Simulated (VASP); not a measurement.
Input for VASP

INCAR:
```
# general
SYSTEM =TlHg
PREC   =Accurate
ENCUT  =400   # plane-wave cut-off (eV)
LREAL  =.FALSE.
LASPH  =.TRUE.

# electronic loop
EDIFF  =1E-7
NELM   =100   # most electronic steps
ALGO   =Normal
LMAXMIX=6

# smearing
ISMEAR =-5   # tetrahedra, Bloechl

# functional
GGA    =PS

# ions
ISIF   =2   # forces and stress, cell fixed

# output
LWAVE  =.FALSE.
LCHARG =.TRUE.
LORBIT =11
NEDOS  =601
```

### KPOINTS
```
K-points
0
G
  14 14 14
```

File POSCAR:
```
TlHg
1.0
  1.7114881870   0.9881278476   5.2001999757
 -1.7114881870   0.9881278476   5.2001999757
  0.0000000000  -1.9762566404   5.2001999684
Tl Hg
1 1
Cartesian
  0.0000000000  -0.0000004726   7.8002999599
  0.0000000000   0.0000000000   0.0000000000
```

POTCAR, in this order: Tl_d Hg (PBE.64 set). Program: vasp_std.

Q: Write an equivalent input for Quantum ESPRESSO's pw.x.

A: One equivalent input (not run):
```
&CONTROL
  calculation = 'scf'
  pseudo_dir = './pseudo'
  outdir = './out'
  tprnfor = .true.
  tstress = .true.
/
&SYSTEM
  ibrav = 0
  nat = 2
  ntyp = 2
  ecutwfc = 66
  occupations = 'tetrahedra'
  input_dft = 'pbesol'
/
&ELECTRONS
  conv_thr = 7.3e-09
  electron_maxstep = 100
/
ATOMIC_SPECIES
  Tl 204.380 Tl.upf
  Hg 200.592 Hg.upf
CELL_PARAMETERS angstrom
     1.7114882    0.9881278    5.2002000
    -1.7114882    0.9881278    5.2002000
     0.0000000   -1.9762566    5.2002000
ATOMIC_POSITIONS crystal
  Tl   0.5000000  0.5000000  0.5000000
  Hg   0.0000000  0.0000000  0.0000000
K_POINTS automatic
  14 14 14 0 0 0
```
The two are equivalent in intent, not identical: the potentials are each code's own (VASP's PAW set, PseudoDojo norm-conserving files in pw.x), so ENCUT and ecutwfc are chosen apart and not converted; conv_thr bounds pw.x's estimated SCF error, while EDIFF bounds the energy change between steps.

The structure comes from a computed database's TlHg entry (R-3m); how it stands against other phases isn't given here. It was relaxed first, which changed the volume by -7 %.
